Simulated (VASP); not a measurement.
## Ta3N: band structure with SCAN

The system is Ta3N.

```xyz
4
Lattice="3.0322 0.0000 0.0000 -1.5161 2.6260 0.0000 0.0000 0.0000 7.5241" Properties=species:S:1:pos:R:3 pbc="T T T"
Ta    1.5161    0.8753    6.2155
Ta    0.0000    1.7507    1.3087
Ta    0.0000    0.0000    3.7621
N     0.0000    0.0000    0.0000
```

The cell comes from a database or a generator and needn't be the stable form of this composition.

| Item | Value |
| --- | --- |
| Program | VASP 6.6.1 |
| Task | band structure |
| Functional | SCAN |
| Potentials or basis | VASP PAW PBE potentials, release 64 (Ta_pv, N) |
| Cutoff | 520 eV |
| k mesh | 7 × 7 × 3 |
| Occupations | fermi-dirac, width 0.05 eV |
| Spin | no spin polarisation |
| Further INCAR settings | ALGO = Normal; EDIFF = 1e-06; NBANDS = 27 |

```
Pressure                : -7.9 GPa
Largest force           : 0.238 eV/Å
Band gap along the path : none (metal or under the smearing width)
```

Forces on the atoms (eV/Å):
```
Ta   0.000  0.000  0.238
Ta   0.000  0.000 -0.238
Ta   0.000  0.000  0.000
N    0.000  0.000  0.000
```

Stress tensor (GPa, compression positive):
```
-8.84  0.00  0.00
 0.00 -8.84  0.00
 0.00  0.00 -6.17
```

Levels at the corners of the path, in eV from the Fermi level:
```csv
point,band 17,band 18,band 19,band 20,band 21,band 22
Γ,-0.49,-0.49,-0.38,0.26,0.26,0.96
M,-1.26,-0.56,0.17,0.71,0.83,3.59
M,-1.26,-0.56,0.17,0.71,0.83,3.59
K,-1.52,-1.52,-0.58,0.53,0.53,3.34
K,-1.52,-1.52,-0.58,0.53,0.53,3.34
Γ,-0.49,-0.49,-0.38,0.26,0.26,0.96
Γ,-0.49,-0.49,-0.38,0.26,0.26,0.96
A,-1.20,-0.26,-0.26,0.51,0.51,1.24
A,-1.20,-0.26,-0.26,0.51,0.51,1.24
L,-1.43,-1.33,0.08,0.95,1.30,2.48
L,-1.43,-1.33,0.08,0.95,1.30,2.48
H,-1.55,-1.55,-1.48,0.44,0.44,3.15
H,-1.55,-1.55,-1.48,0.44,0.44,3.15
A,-1.20,-0.26,-0.26,0.51,0.51,1.24
L,-1.43,-1.33,0.08,0.95,1.30,2.48
M,-1.26,-0.56,0.17,0.71,0.83,3.59
K,-1.52,-1.52,-0.58,0.53,0.53,3.34
H,-1.55,-1.55,-1.48,0.44,0.44,3.15
```

Wall time 7.4 min on 1 thread of Intel(R) Xeon(R) Platinum 8375C CPU @ 2.90GHz (Ice Lake), on a shared host, peak memory 0.2 GiB.

Caveat: the PAW data sets were made with another functional, which shifts forces and pressure a little; spin-orbit coupling is left out, which moves the levels of the heavy elements.
